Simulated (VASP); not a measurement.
Write the native input for VASP 6.6.1 that does the following.

```yaml
Task: band structure
Functional: revPBE
Potentials_or_basis: VASP PAW PBE potentials, release 64 (Na_pv, Zr_sv, S)
Cutoff: 520 eV
k_mesh: 6 × 6 × 6
Occupations: fermi-dirac, width 0.05 eV
Spin: no spin polarisation
Further_INCAR_settings: ALGO = Fast; EDIFF = 1e-07
```

The system is Na2ZrS2.

```xyz
5
Lattice="-2.4762 2.4762 4.0404 2.4762 -2.4762 4.0404 2.4762 2.4762 -4.0404" Properties=species:S:1:pos:R:3 pbc="T T T"
Na    0.0000    0.0000    2.8830
Na    0.0000    0.0000    5.1977
Zr    0.0000    0.0000    0.0000
S     0.0000    2.4762    2.0202
S     2.4762    0.0000    2.0202
```

The cell was built by a generator and needn't be a form met in nature.

The input as run:

POSCAR

```
Na2ZrS2
1.0
   -2.4761800000      2.4761800000      4.0403500000
    2.4761800000     -2.4761800000      4.0403500000
    2.4761800000      2.4761800000     -4.0403500000
Na Zr S
2 1 2
Direct
    0.3567700000      0.3567700000      0.0000000000
    0.6432300000      0.6432300000      0.0000000000
    0.0000000000      0.0000000000      0.0000000000
    0.7500000000      0.2500000000      0.5000000000
    0.2500000000      0.7500000000      0.5000000000
```

INCAR.step1

```
SYSTEM = Na2ZrS2
ALGO = Fast ; EDIFF = 1E-7
ENCUT = 520 ; GGA = RE
ISIF = 2 ; ISMEAR = -1
LASPH = .TRUE. ; LCHARG = .TRUE.
LMAXMIX = 4 ; LREAL = .FALSE.
LWAVE = .FALSE. ; NELM = 80
PREC = Accurate ; SIGMA = 0.05
```

KPOINTS.step1

```
k-points
0
G
  6 6 6
  0 0 0
```

INCAR.step2

```
SYSTEM = Na2ZrS2
ALGO = Fast ; EDIFF = 1E-7
ENCUT = 520 ; GGA = RE
ICHARG = 11 ; ISIF = 2
ISMEAR = 0 ; LASPH = .TRUE.
LCHARG = .FALSE. ; LMAXMIX = 4
LREAL = .FALSE. ; LWAVE = .FALSE.
NELM = 80 ; PREC = Accurate
SIGMA = 0.05
```

KPOINTS.step2

```
path GXYSGZS1NPY1Z,XP
15
line-mode
reciprocal
 0.0000000000  0.0000000000  0.0000000000  G
 0.0000000000  0.0000000000  0.5000000000  X

 0.0000000000  0.0000000000  0.5000000000  X
-0.1878003734  0.1878003734  0.5000000000  Y

-0.1878003734  0.1878003734  0.5000000000  Y
-0.3439001867  0.3439001867  0.3439001867  S

-0.3439001867  0.3439001867  0.3439001867  S
 0.0000000000  0.0000000000  0.0000000000  G

 0.0000000000  0.0000000000  0.0000000000  G
 0.5000000000  0.5000000000 -0.5000000000  Z

 0.5000000000  0.5000000000 -0.5000000000  Z
 0.3439001867  0.6560998133 -0.3439001867  S1

 0.3439001867  0.6560998133 -0.3439001867  S1
 0.0000000000  0.5000000000  0.0000000000  N

 0.0000000000  0.5000000000  0.0000000000  N
 0.2500000000  0.2500000000  0.2500000000  P

 0.2500000000  0.2500000000  0.2500000000  P
 0.5000000000  0.5000000000 -0.1878003734  Y1

 0.5000000000  0.5000000000 -0.1878003734  Y1
 0.5000000000  0.5000000000 -0.5000000000  Z

 0.0000000000  0.0000000000  0.5000000000  X
 0.2500000000  0.2500000000  0.2500000000  P
```

Potentials or basis: VASP PAW PBE potentials, release 64 (Na_pv, Zr_sv, S).

Command:

```sh
$ cat potpaw_PBE.64/Na_pv/POTCAR potpaw_PBE.64/Zr_sv/POTCAR potpaw_PBE.64/S/POTCAR > POTCAR
$ cp INCAR.step1 INCAR
$ cp KPOINTS.step1 KPOINTS
$ mpirun -np 1 vasp_std > vasp.out
$ cp INCAR.step2 INCAR
$ cp KPOINTS.step2 KPOINTS
$ mpirun -np 1 vasp_std > vasp.out
```

It gave:

```json
{"Band gap along the path": "none (metal or under the smearing width)"}
```

Caveat: the log is that of the step along the path at fixed density, whose energy, stress, charges and moments have no meaning.

Wall time 14 min on 1 thread of AMD EPYC 9R45 96-Core Processor (Zen 5), on a shared host, peak memory 0.46 GiB.
